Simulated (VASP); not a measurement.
# SrMg6Ni (Amm2) in VASP: single point with PBE

Aim: the single point of SrMg6Ni with PBE.

Everything below comes from runs of VASP 6.6.1. Logs are shortened: lines on timing, memory, paths and dates and some standing lists are left out, and cuts for length are marked.

## Step 1: The undisturbed crystal

It takes space group Amm2 (No. 38, orthorhombic). Conventional cell: a = 4.485 Å, b = 6.256 Å, c = 14.238 Å, α = 90.00°, β = 90.00°, γ = 90.00°. Sr (site symmetry mm2) has 8 Mg at 3.28 to 3.61 Å and 2 Ni at 3.38 Å as nearest neighbours. Ni (site symmetry mm2) is surrounded by 6 Mg at 2.72 to 2.74 Å. Mg (site symmetry mm2) is surrounded by 8 Mg at 2.99 to 3.37 Å and 2 Sr at 3.35 Å. Around Mg (site symmetry m) lie 2 Ni at 2.74 Å and 3 Mg at 2.90 to 3.04 Å. Around Mg (site symmetry mm2) lie 6 Mg at 3.22 to 3.32 Å and 2 Ni at 3.38 Å. Around Mg (site symmetry m) lie 1 Ni at 2.72 Å and 5 Mg at 2.90 to 3.08 Å.

The cell comes from a database or a generator and needn't be the stable form of this composition.

## Step 2: Single point, PBE, collinear spin, ferromagnetic start (atoms moved at random, drawn with an rms of 0.05 Å)

The input, INCAR:

```
ALGO = Normal
EDIFF = 1E-7
ENCUT = 520
GGA = PE
ISIF = 2
ISMEAR = -1
ISPIN = 2
LASPH = T
LCHARG = T
LELF = T
LMAXMIX = 4
LORBIT = 11
LREAL = F
LVHAR = T
LWAVE = F
MAGMOM = 0 1 0 0 0 0 0 0
NBANDS = 30
NELM = 150
PREC = Accurate
SIGMA = 0.05
```

The input, KPOINTS:

```
k-points
0
Gamma
  6 5 5
```

The input, POSCAR:

```
SrMg6Ni
1.0
    4.4852480000      0.0000000000      0.0000000000
    0.0000000000      3.1281750000      7.1187980000
    0.0000000000     -3.1281750000      7.1187980000
Sr Ni Mg
1 1 6
Direct
    0.5073560000      0.7211300000      0.7140660000
    0.0017980000      0.8932260000      0.8963360000
    0.4965650000      0.1347840000      0.1332020000
    0.5000960000      0.1613560000      0.6837730000
    0.4991970000      0.6750150000      0.1697020000
   -0.0089890000      0.3004910000      0.3127360000
    0.0078730000      0.3043340000      0.8021040000
   -0.0008370000      0.7919890000      0.3060000000
```

Potentials or basis: VASP PAW PBE potentials, release 64 (Sr_sv, Ni, Mg).

Run with:

```bash
$ cat potpaw_PBE.64/Sr_sv/POTCAR potpaw_PBE.64/Ni/POTCAR potpaw_PBE.64/Mg/POTCAR > POTCAR
$ mpirun -np 1 vasp_std > vasp.out
```

OUTCAR:

```text
EDIFF = 1E-7
   ENCUT = 520
   GGA = PE
   ISIF = 2
   ISMEAR = -1
   ISPIN = 2
   LASPH = T
   LORBIT = 11
   LREAL = F
   NELM = 150
   PREC = Accurate

 ion  position               nearest neighbor table
   1  0.507  0.721  0.714-   4 3.27   5 3.31   3 3.33   2 3.36   3 3.36   2 3.39   8 3.59   7 3.60
                             7 3.61   8 3.63   6 3.97   6 4.05   6 4.06   6 4.14
   2  0.002  0.893  0.896-   8 2.72   4 2.72   4 2.74   5 2.74   7 2.75   5 2.76   6 3.34   1 3.36
                             1 3.39
   3  0.497  0.135  0.133-   7 2.93   7 3.01   8 3.01   8 3.02   6 3.31   1 3.33   6 3.34   4 3.36
                             1 3.36   5 3.39
   4  0.500  0.161  0.684-   2 2.72   2 2.74   7 2.89   7 2.94   5 3.04   6 3.18   5 3.21   6 3.24
                             1 3.27   3 3.36
   5  0.499  0.675  0.170-   2 2.74   2 2.76   8 2.88   8 2.88   4 3.04   6 3.19   4 3.21   6 3.25
                             1 3.31   3 3.39
   6  0.991  0.300  0.313-   4 3.18   5 3.19   4 3.24   5 3.25   3 3.31   3 3.34   2 3.34   1 3.97
                             1 4.05   1 4.06   1 4.14
   7  0.008  0.304  0.802-   2 2.75   4 2.89   3 2.93   4 2.94   3 3.01   8 3.08   8 3.18   1 3.60
                             1 3.61
   8  0.999  0.792  0.306-   2 2.72   5 2.88   5 2.88   3 3.01   3 3.02   7 3.08   7 3.18   1 3.59
                             1 3.63

  LATTYP: Found a base centered orthorhombic cell.
 ALAT       =     6.2563500000
 B/A-ratio  =     2.2757032455
 C/A-ratio  =     0.7169112981

  Lattice vectors:

 A1 = (   0.0000000000,   3.1281750000,  -7.1187980000)
 A2 = (   0.0000000000,   3.1281750000,   7.1187980000)
 A3 = (   4.4852480000,   0.0000000000,   0.0000000000)

Analysis of symmetry for initial positions (statically):
=====================================================================
 Subroutine PRICEL returns:
 Original cell was already a primitive cell.

 Routine SETGRP: Setting up the symmetry group for a
 base centered orthorhombic supercell.

 Subroutine GETGRP returns: Found  1 space group operations
 (whereof  1 operations were pure point group operations)
 out of a pool of  8 trial point group operations.

The static configuration has the point symmetry C_1 .

Analysis of symmetry for dynamics (positions and initial velocities):
=====================================================================
 Subroutine PRICEL returns:
 Original cell was already a primitive cell.

 Routine SETGRP: Setting up the symmetry group for a
 base centered orthorhombic supercell.

 Subroutine GETGRP returns: Found  1 space group operations
 (whereof  1 operations were pure point group operations)
 out of a pool of  8 trial point group operations.

The dynamic configuration has the point symmetry C_1 .

Analysis of structural, dynamic, and magnetic symmetry:
=====================================================================
 Subroutine PRICEL returns:
 Original cell was already a primitive cell.

 Routine SETGRP: Setting up the symmetry group for a
 base centered orthorhombic supercell.

 Subroutine GETGRP returns: Found  1 space group operations
 (whereof  1 operations were pure point group operations)
 out of a pool of  8 trial point group operations.

The overall configuration has the point symmetry C_1 .

 Subroutine INISYM returns: Found  1 space group operations
 (whereof  1 operations are pure point group operations),
 and found     1 'primitive' translations

----------------------------------------------------------------------------------------

                                     Primitive cell

  volume of cell :     199.7626

  direct lattice vectors                    reciprocal lattice vectors
     4.485248000  0.000000000  0.000000000     0.222953112  0.000000000  0.000000000
     0.000000000  3.128175000  7.118798000     0.000000000  0.159837605  0.070236576
     0.000000000 -3.128175000  7.118798000     0.000000000 -0.159837605  0.070236576

  length of vectors
     4.485248000  7.775780591  7.775780591     0.222953112  0.174588764  0.174588764

  position of ions in fractional coordinates (direct lattice)
     0.507356000  0.721130000  0.714066000
     0.001798000  0.893226000  0.896336000
     0.496565000  0.134784000  0.133202000
     0.500096000  0.161356000  0.683773000
[... 77 lines left out ...]
 SYSTEM =  unknown system
   PREC   = accura    normal or accurate (medium, high low for compatibility)
   ISTART =      0    job   : 0-new  1-cont  2-samecut
   ICHARG =      2    charge: 1-file 2-atom 10-const
   ISPIN  =      2    spin polarized calculation?
   LNONCOLLINEAR =      F non collinear calculations
   LSORBIT =      F    spin-orbit coupling
   LASPH  =      T    aspherical Exc in radial PAW
   ENCUT  =  520.0 eV  38.22 Ry    6.18 a.u.   8.34 14.46 14.46*2*pi/ulx,y,z
   NELM   =    150;   NELMIN=  2; NELMDL= -5     # of ELM steps
   EDIFF  = 0.1E-06   stopping-criterion for ELM
   LREAL  =      F    real-space projection
   EDIFFG = 0.1E-05   stopping-criterion for IOM
   NSW    =      0    number of steps for IOM
   IBRION =     -1    ionic relax: 0-MD 1-quasi-New 2-CG
   NFREE  =      0    steps in history (QN), initial steepest desc. (CG)
   ISIF   =      2    stress and relaxation
   ISYM   =      2    0-nonsym 1-usesym 2-fastsym
   POTIM  = 0.5000    time-step for ionic-motion
   TEBEG  =    0.0;   TEEND  =   0.0 temperature during run
   PSTRESS=    0.0 pullay stress
   NELECT =      32.0000    total number of electrons
   NUPDOWN=      -1.0000    fix difference up-down
   EMIN   =  10.00;   EMAX   =-10.00  energy-range for DOS
   EFERMI =   0.00;   METHOD = LEGACY
   ISMEAR =    -1;   SIGMA  =   0.05  broadening in eV -4-tet -1-fermi 0-gaus
   EFERMI_NEDOS =   21; number of points for ismear=-14 and -15
   IALGO  =     38    algorithm
   IMIX   =      4    mixing-type and parameters
     AMIX     =   0.40;   BMIX     =  1.00
     AMIX_MAG =   1.60;   BMIX_MAG =  1.00
  volume/ion in A,a.u.               =      24.97       168.51
  Fermi-wavevector in a.u.,A,eV,Ry     =   0.889106  1.680166 10.755529  0.790509
  Thomas-Fermi vector in A             =   2.010623
   LORBIT       =     11    0 simple, 1 ext, 2 COOP (PROOUT), +10 PAW based schemes
   GGA     = PE    functional components
   LHFCALC =     F    Hartree Fock is set to
   AEXX    =    0.0000 exact exchange contribution
   IVDW    =     0    specifies the selected vdW correction
   LEPSILON=     F    determine dielectric tensor
   LRPA    =     F    only Hartree local field effects (RPA)
 spin polarized calculation
  energy-cutoff  :      520.00
  volume of cell :      199.76
 maximum number of plane-waves:      5413
 NGX is ok and might be reduce to    36
   NGX = 17   NGY = 29   NGZ = 29

 number of electron      31.9999997 magnetization      -0.0001529

 number of electron      31.9999997 magnetization       0.0001455

 Free energy of the ion-electron system (eV)
  ---------------------------------------------------
  ext. energy  EPLUGINS =         0.00000000
  ---------------------------------------------------
  free energy    TOTEN  =       -15.62290517 eV

  energy without entropy =      -15.59129117  energy(sigma->0) =      -15.60709817

 E-fermi :   2.4398     XC(G=0):  -8.5306

 val. band max:        2.4288615434   @ k =   0.5000   0.0000   0.0000
 cond. band min:       2.4555911304   @ k =  -0.3333   0.2000  -0.4000
 fundamental gap:      0.0267295870
 Fermi energy:         2.4398080878

 spin component 1

 k-point     1 :       0.0000    0.0000    0.0000
  band No.  band energies     occupation
      1     -33.1568      1.00000
      2     -15.2521      1.00000
      3     -15.1881      1.00000
      4     -15.1420      1.00000
      5      -3.8626      1.00000
      6      -0.9921      1.00000
[... 733 lines left out ...]
     27       7.1587      0.00000
     28       7.3979      0.00000

 [... further k-points ...]

 spin component 2

 k-point     1 :       0.0000    0.0000    0.0000
  band No.  band energies     occupation
      1     -33.1568      1.00000
      2     -15.2521      1.00000
      3     -15.1881      1.00000
      4     -15.1420      1.00000
      5      -3.8626      1.00000
      6      -0.9921      1.00000
[... 733 lines left out ...]
     27       7.1586      0.00000
     28       7.3979      0.00000

 [... further k-points ...]

 [bands above 28 left out]

------------------------ aborting loop because EDIFF is reached ----------------------------------------

  FORCE on cell =-STRESS in cart. coord.  units (eV):
  Direction    XX          YY          ZZ          XY          YZ          ZX
  --------------------------------------------------------------------------------------
  -------------------------------------------------------------------------------------
  Total        0.3185620     -0.1877530     -0.6467492     -0.0997955     -0.0608014     -0.1231074
  in kB        2.5549967     -1.5058553     -5.1871920     -0.8004004     -0.4876522     -0.9873716
  external PRESSURE =      -1.3793502 kB  Pullay stress =       0.0000000 kB

 VOLUME and BASIS-vectors are now :
 -----------------------------------------------------------------------------
  energy-cutoff  :      520.00
  volume of cell :      199.76
      direct lattice vectors                 reciprocal lattice vectors
     4.485248000  0.000000000  0.000000000     0.222953112  0.000000000  0.000000000
     0.000000000  3.128175000  7.118798000     0.000000000  0.159837605  0.070236576
     0.000000000 -3.128175000  7.118798000     0.000000000 -0.159837605  0.070236576

 POSITION                                       TOTAL-FORCE (eV/Angst)
 -----------------------------------------------------------------------------------
      2.27562      0.02210     10.21687        -0.025172     -0.091116      0.047892
      0.00806     -0.00973     12.73953        -0.024353      0.009001      0.056379
      2.22722      0.00495      1.90774         0.081397     -0.037547     -0.006487
      2.24305     -1.63421      6.01630         0.052725     -0.038886      0.061734
      2.23902      1.58071      6.01337        -0.014390      0.089365     -0.084919
      4.44493     -0.03830      4.36544         0.090680      0.015561     -0.005003
      0.03531     -1.55711      7.87651        -0.159885      0.049320     -0.111343
      4.48149      1.52026      7.81636        -0.001003      0.004302      0.041748
 -----------------------------------------------------------------------------------
    total drift:                                0.000250      0.000034      0.000098

  FREE ENERGIE OF THE ION-ELECTRON SYSTEM (eV)
  ---------------------------------------------------
  free  energy   TOTEN  =       -15.6229051675 eV

  energy  without entropy=      -15.5912911651  energy(sigma->0) =      -15.60709817

 total charge

# of ion       s       p       d       tot
------------------------------------------
    1        2.034   5.758   0.207   7.998
    2        0.458   0.239   8.401   9.098
    3        0.246   0.118   0.009   0.373
    4        0.227   0.129   0.015   0.370
    5        0.226   0.129   0.014   0.369
    6        0.197   0.097   0.008   0.302
    7        0.235   0.125   0.012   0.372
    8        0.234   0.126   0.012   0.373
--------------------------------------------------
tot          3.857   6.721   8.677  19.255

 magnetization (x)

# of ion       s       p       d       tot
------------------------------------------
    1       -0.000  -0.000  -0.000  -0.000
    2        0.000  -0.000   0.000   0.000
    3       -0.000   0.000   0.000   0.000
    4       -0.000  -0.000  -0.000  -0.000
    5       -0.000  -0.000  -0.000  -0.000
    6       -0.000  -0.000  -0.000  -0.000
    7       -0.000   0.000  -0.000  -0.000
    8       -0.000  -0.000  -0.000  -0.000
--------------------------------------------------
tot         -0.000  -0.000   0.000   0.000
```

Run time: 58 min. Hardware: 1 thread of AMD EPYC 7R43 (Zen 3), shared host; peak memory 0.88 GiB.

What came out:

```
Free energy                                           : -15.6229 eV
Pressure                                              : -0.1 GPa
Largest force                                         : 0.201 eV/Å
Band gap on the k mesh                                : none (metal or under the smearing width)
Net moment                                            : 0.00 μB per cell
Valence electrons inside the program's atomic spheres : Sr 8.00; Ni 9.10; Mg 0.37, 0.30
```

Forces in eV/Å, atoms in the order of the input:
```
Sr  -0.025 -0.091  0.048
Ni  -0.024  0.009  0.056
Mg   0.081 -0.038 -0.006
Mg   0.053 -0.039  0.062
Mg  -0.014  0.089 -0.085
Mg   0.091  0.016 -0.005
Mg  -0.160  0.049 -0.111
Mg  -0.001  0.004  0.042
```

Levels at points of the mesh, in eV from the Fermi level:
Spin up:
| k point | band 12 | band 13 | band 14 | band 15 | band 16 | band 17 | band 18 | band 19 | band 20 | band 21 |
| --- | --- | --- | --- | --- | --- | --- | --- | --- | --- | --- |
| (0.00, 0.00, 0.00) | -1.21 | -1.11 | -0.96 | -0.55 | -0.48 | 0.59 | 1.60 | 2.22 | 2.63 | 3.07 |
| (0.50, 0.00, 0.00) | -1.27 | -1.05 | -0.98 | -0.64 | -0.39 | -0.10 | -0.09 | -0.01 | 0.30 | 1.41 |
Spin down:
```
           k point  band 12  band 13  band 14  band 15  band 16  band 17  band 18  band 19  band 20  band 21
(0.00, 0.00, 0.00)    -1.21    -1.11    -0.96    -0.55    -0.48     0.59     1.60     2.22     2.63     3.07
(0.50, 0.00, 0.00)    -1.27    -1.05    -0.98    -0.64    -0.39    -0.10    -0.09    -0.01     0.30     1.41
```
